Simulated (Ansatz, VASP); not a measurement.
This is a calculation of RuSe for Ansatz 0.2.0. The cell comes from a database or a generator and needn't be the stable form of this composition.

input.yaml

```yaml
crystal:
  lattice:
    - [3.18769231, 0.0, 0.0]
    - [0.0, 3.18769231, 0.0]
    - [0.0, 0.0, 3.18769231]
  atoms:
    - { symbol: Ru, position: [0.0, 0.0, 0.0] }
    - { symbol: Se, position: [0.5, 0.5, 0.5] }
hamiltonian:
  xc: rpbe
  pseudopotentials: { kind: paw }
kpoints:
  mp_grid: { grid: [8, 8, 8] }
scf:
  occupations: { method: fermi_dirac, width: 0.05 }
output:
  forces: true
  stress: true
  eigenvalues: true
  write_density: true
  write_potential: true
  elf: true
  volumetric_format: npy
relax:
  f_tol: 0.01
  max_steps: 40
  cell: { stress_tol: 0.05 }
```

Potentials or basis: Ansatz PAW.

Command:

```bash
$ ansatz run input.yaml --threads 2 --pin off --max-ram 5632MiB --backend cpu --events-out ev --progress --plain --runs-dir out
```

Problem. Set up the same calculation for VASP 6.6.1. Potentials or basis there: PBE PAW files Ru_pv, Se, 600 eV.

Solution. As run (cutoffs and basis follow the program's own potentials, and thresholds, step limits or extra output files can differ):

File INCAR:

```
SYSTEM = RuSe
PREC = Accurate
ENCUT = 600
EDIFF = 1E-7
ISMEAR = -1
SIGMA = 0.05
LREAL = .FALSE.
LASPH = .TRUE.
NELM = 80
ALGO = Normal
ISIF = 3
LWAVE = .FALSE.
LCHARG = .FALSE.
GGA = RP
IBRION = 2
NSW = 40
EDIFFG = -0.01
```

Contents of KPOINTS:

```
regular mesh
0
G
  8 8 8
  0 0 0
```

File POSCAR:

```
RuSe
1.0
    3.1876923100      0.0000000000      0.0000000000
    0.0000000000      3.1876923100      0.0000000000
    0.0000000000      0.0000000000      3.1876923100
Ru Se
1 1
Direct
    0.0000000000      0.0000000000      0.0000000000
    0.5000000000      0.5000000000      0.5000000000
```

Potentials or basis: VASP PAW PBE potentials, release 64 (Ru_pv, Se).

Run with:

```console
$ cat potpaw_PBE.64/Ru_pv/POTCAR potpaw_PBE.64/Se/POTCAR > POTCAR
$ mpirun -np 1 vasp_std > vasp.out
```

Both were run:

|  | Ansatz | VASP |
| --- | --- | --- |
| Relaxed volume | 15.59 Å³/atom | 15.59 Å³/atom |
| Relaxed cell | a = 3.147 Å, b = 3.147 Å, c = 3.147 Å, α = 90.00°, β = 90.00°, γ = 90.00° | a = 3.148 Å, b = 3.148 Å, c = 3.148 Å, α = 90.00°, β = 90.00°, γ = 90.00° |
| Space group after relaxing | Pm-3m (No. 221) | Pm-3m (No. 221) |
| Pressure after relaxing | 0.0 GPa | -0.1 GPa |

Ansatz's pressure holds a Pulay term of +0.04 GPa for its cutoff of 420 eV, which the other run lacks.

The potentials hold 32 and 20 valence electrons a cell.

Ansatz's potentials were made for PBE. VASP's potentials were made for PBE.

Where Ansatz's input types no cutoff or centring, it takes its own default and a Γ-centred mesh.

Pressure is positive in compression.
